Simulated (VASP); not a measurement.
Data:

```yaml
crystal:
  lattice:
    - [5.90968, 0.00000, 0.00000]
    - [0.00000, 5.90968, 0.00000]
    - [0.00000, 0.00000, 5.90968]
  atoms:
    - { symbol: Cs, position: [0.00000, 0.00000, 0.00000] }
    - { symbol: Sn, position: [0.50000, 0.50000, 0.50000] }
    - { symbol: Br, position: [0.00000, 0.50000, 0.50000] }
    - { symbol: Br, position: [0.50000, 0.50000, 0.00000] }
    - { symbol: Br, position: [0.50000, 0.00000, 0.50000] }
```

Calculation: PBE GGA, VASP's PBE PAW potentials (set 64) (plane waves; VASP). Numerical set-up: 400 eV cut-off, Gaussian smearing of 0.050 eV, potentials Cs_sv Sn_d Br.

Unless said otherwise, spin-orbit coupling is left out, though it shifts the bands of the heavy elements here.

### Question
Give the energies of bands 13 to 25 at the high-symmetry points, in eV from the valence-band maximum.

### Answer

```
band      Γ      X      M      R
----  -----  -----  -----  -----
13    -6.14  -7.12  -7.83  -8.43
14    -4.86  -4.76  -4.62  -3.43
15    -4.86  -4.76  -3.62  -3.43
16    -4.86  -3.35  -3.02  -3.43
17    -2.71  -2.87  -3.00  -3.02
18    -2.71  -2.87  -3.00  -3.02
19    -2.71  -2.83  -2.94  -2.24
20    -2.59  -2.70  -2.94  -2.24
21    -2.59  -2.70  -2.25  -2.24
22    -2.59  -1.84  -0.90   0.00
23     2.46   1.60   1.17   0.68
24     3.56   3.86   1.17   0.68
25     3.56   4.39   3.99   0.68
```

The gap is direct, 0.68 eV, from the valence maximum at R to the conduction minimum at R.

The structure was generated: CsSnBr3 was put into the cubic-perovskite type (Pm-3m), which need not be its known phase. It was relaxed first, which changed the volume by +20 %.
